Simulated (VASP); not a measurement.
OSZICAR of a VASP run on CsSnI3 (cubic perovskite):

File OSZICAR:
```
       N       E                     dE             d eps       ncg     rms          rms(c)
DAV:   1     0.175354549752E+03    0.17535E+03   -0.18788E+04   520   0.155E+03
DAV:   2    -0.151793159195E+03   -0.32715E+03   -0.32093E+03   614   0.311E+02
DAV:   3    -0.194441451611E+03   -0.42648E+02   -0.42392E+02   608   0.126E+02
DAV:   4    -0.196293695077E+03   -0.18522E+01   -0.18472E+01   630   0.303E+01
DAV:   5    -0.196345161670E+03   -0.51467E-01   -0.51431E-01   772   0.497E+00    0.303E+00
DAV:   6    -0.192378005618E+03    0.39672E+01   -0.12292E+00   630   0.119E+01    0.287E+00
DAV:   7    -0.187806705102E+03    0.45713E+01   -0.11027E+00   544   0.583E+00    0.114E+00
DAV:   8    -0.188314832268E+03   -0.50813E+00   -0.41260E-01   614   0.425E+00    0.571E-01
DAV:   9    -0.188650012422E+03   -0.33518E+00   -0.26085E-01   550   0.443E+00    0.678E-01
DAV:  10    -0.188847874309E+03   -0.19786E+00   -0.33196E-01   524   0.595E+00    0.508E-01
DAV:  11    -0.188540473390E+03    0.30740E+00   -0.31264E-01   520   0.614E+00    0.187E-01
DAV:  12    -0.188651020904E+03   -0.11055E+00   -0.87606E-02   524   0.353E+00    0.175E-01
DAV:  13    -0.188651837892E+03   -0.81699E-03   -0.19563E-03   642   0.338E-01    0.101E-01
DAV:  14    -0.188683500380E+03   -0.31662E-01   -0.23092E-02   530   0.156E+00    0.888E-02
DAV:  15    -0.188682786461E+03    0.71392E-03   -0.76177E-04   634   0.222E-01    0.857E-02
DAV:  16    -0.188682807810E+03   -0.21349E-04   -0.26750E-05   742   0.308E-02    0.890E-02
DAV:  17    -0.188684020463E+03   -0.12127E-02   -0.22105E-04   532   0.150E-01    0.130E-01
DAV:  18    -0.188683210772E+03    0.80969E-03   -0.20415E-04   534   0.125E-01    0.169E-01
DAV:  19    -0.188685604873E+03   -0.23941E-02   -0.89577E-03   524   0.871E-01    0.206E-01
DAV:  20    -0.188685889190E+03   -0.28432E-03   -0.10406E-03   524   0.276E-01    0.254E-01
DAV:  21    -0.188685936573E+03   -0.47383E-04   -0.79137E-04   524   0.253E-01    0.315E-02
DAV:  22    -0.188685915375E+03    0.21199E-04   -0.19515E-04   536   0.125E-01    0.516E-02
DAV:  23    -0.188686027521E+03   -0.11215E-03   -0.28368E-04   528   0.164E-01    0.303E-02
DAV:  24    -0.188686059994E+03   -0.32473E-04   -0.14682E-05   560   0.317E-02    0.474E-02
DAV:  25    -0.188686095640E+03   -0.35646E-04   -0.10684E-05   534   0.264E-02    0.623E-02
DAV:  26    -0.188686089112E+03    0.65281E-05   -0.25433E-05   524   0.511E-02    0.435E-02
DAV:  27    -0.188686065585E+03    0.23527E-04   -0.11071E-05   536   0.300E-02    0.212E-02
DAV:  28    -0.188686059804E+03    0.57809E-05   -0.19295E-06   454   0.115E-02    0.130E-02
DAV:  29    -0.188686063142E+03   -0.33377E-05   -0.37228E-06   454   0.167E-02    0.853E-03
DAV:  30    -0.188686062613E+03    0.52891E-06   -0.94729E-07   394   0.954E-03
   1 F= -.18868606E+03 E0= -.18868606E+03  d E =-.188686E+03
```

Question: Which electronic solver shows in the log?

Answer: It is blocked Davidson (ALGO = Normal, or the opening steps of other solvers). The INCAR had ALGO = Normal.

Question: Can the final energy be trusted as converged?

Answer: Self-consistency was reached. It stopped with EDIFF = 1E-6, NELM = 100, NSW = 60 and EDIFFG = -0.02 after 1 ionic step (SCAN meta-GGA, plane waves, VASP's PBE PAW potentials (set 64)).

The compound is CsSnI3 in the cubic perovskite structure, the ideal cubic form; the compound distorts at low or room temperature. It was relaxed first. The start is the result of an earlier pass.
